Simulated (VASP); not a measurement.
Write the native input for VASP 6.6.1 that does the following.

```yaml
Task: single point
Functional: HSE06
Dispersion: D3(BJ)
Potentials_or_basis: VASP PAW PBE potentials, release 64 (Hf_pv, Cl)
Cutoff: 400 eV
k_mesh: 1 × 1 × 1
Occupations: gaussian, width 0.01 eV
Spin: no spin polarisation
Grid_for_exact_exchange_PRECFOCK: Fast
Screening_parameter: 0.2 1/A
Further_INCAR_settings: ALGO = Damped; EDIFF = 1e-07; NBANDS = 27; ISYM = 0
```

The system is HfCl4, in a box.

```
Hf Cl
1.0
    14.03574    0.00000    0.00000
     0.00000   14.53574    0.00000
     0.00000    0.00000   15.03574
Hf Cl
1 4
Direct
  0.50000 0.50343 0.50000
  0.35933 0.46369 0.43057
  0.47747 0.50499 0.65196
  0.61629 0.39751 0.46441
  0.54691 0.64757 0.45307
```

One way to write it, as run:

POSCAR

```
HfCl4                                   
1.0
   14.0357389530      0.0000000000      0.0000000000
    0.0000000000     14.5357389530      0.0000000000
    0.0000000000      0.0000000000     15.0357389530
  Hf              Cl            
     1     4
Selective dynamics
Direct
     0.4999965332999992    0.5034335218999999    0.4999968914000021   F   F   F
     0.3593349287479645    0.4636941366532920    0.4305696253671746   T   T   T
     0.4774700592571756    0.5049893784211816    0.6519617921841260   T   T   T
     0.6162860538740020    0.3975099763478834    0.4644065745385188   T   T   T
     0.5469127571715132    0.6475697298373470    0.4530654256369273   T   T   T
```

INCAR.step1

```
SYSTEM = HfCl4
PREC = Accurate
ENCUT = 400
EDIFF = 1E-5
ISMEAR = 0
SIGMA = 0.01
LREAL = .FALSE.
LASPH = .TRUE.
NELM = 60
ALGO = Normal
ISIF = 2
LWAVE = .TRUE.
LCHARG = .FALSE.
NBANDS = 27
ISYM = 0
TIME = 0.4
GGA = PE
```

INCAR.step2

```
SYSTEM = HfCl4
PREC = Accurate
ENCUT = 400
EDIFF = 1E-7
ISMEAR = 0
SIGMA = 0.01
LREAL = .FALSE.
LASPH = .TRUE.
NELM = 60
ALGO = Damped
ISIF = 2
LWAVE = .FALSE.
LCHARG = .FALSE.
GGA = PE
LHFCALC = .TRUE.
HFSCREEN = 0.2
PRECFOCK = Fast
IVDW = 12
VDW_S6 = 1.0
VDW_S8 = 2.31
VDW_A1 = 0.383
VDW_A2 = 5.685
NBANDS = 27
ISYM = 0
TIME = 0.4
ISTART = 1
```

KPOINTS

```
Automatic mesh
0
G
  1 1 1
  0 0 0
```

Potentials or basis: VASP PAW PBE potentials, release 64 (Hf_pv, Cl).

Launch:

```sh
$ cat potpaw_PBE.64/Hf_pv/POTCAR potpaw_PBE.64/Cl/POTCAR > POTCAR
$ cp INCAR.step1 INCAR
$ mpirun -np 4 vasp_gam > vasp.out
$ cp INCAR.step2 INCAR
$ mpirun -np 4 vasp_gam > vasp.out
```

Results of the run:

```yaml
Largest_force: 0.271 eV/Å
Gap_between_the_frontier_levels: 6.76 eV
Dispersion_energy_per_atom: -0.039 eV
```

Caveat: the PAW data sets were made with another functional, which shifts forces and pressure a little; spin-orbit coupling is left out, which moves the levels of the heavy elements.

Run time: 110 s on 4 MPI ranks on Intel(R) Xeon(R) 6975P-C (Granite Rapids), on a shared host, peak memory 0.78 GiB a rank.
